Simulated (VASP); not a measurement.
Here is the system:

```
CELL_PARAMETERS angstrom
      0.00000     2.25585     2.25585
      2.25585     0.00000     2.25585
      2.25585     2.25585     0.00000
ATOMIC_POSITIONS crystal
  Hf 0.04433 0.95567 0.04433
  N  0.50000 0.50000 0.50000
```

Level of theory: r2SCAN meta-GGA, VASP's PBE PAW potentials (set 64) (plane waves; VASP). Run with 600 eV cut-off, 14×14×14 Γ-centred mesh, first-order Methfessel-Paxton smearing of 0.10 eV, potentials Hf_pv N.

Q: Which forces act on the atoms, in eV/Å?

A: 
| atom | Fx | Fy | Fz |
|---|---|---|---|
| Hf1 | 0.000 | -2.512 | 0.000 |
| N2 | 0.000 | 2.512 | 0.000 |

Q: Give the stress tensor in GPa (positive for a compressed cell).

A: 
```
 0.42   0.00   0.00
 0.00  16.23   0.00
 0.00   0.00   0.42
```
The pressure is its mean diagonal, 5.69 GPa.

The compound is HfN in the rock salt structure. This cell was strained or had an atom moved on purpose. The electron count is odd and the run is not spin-polarised, which forces a metal.
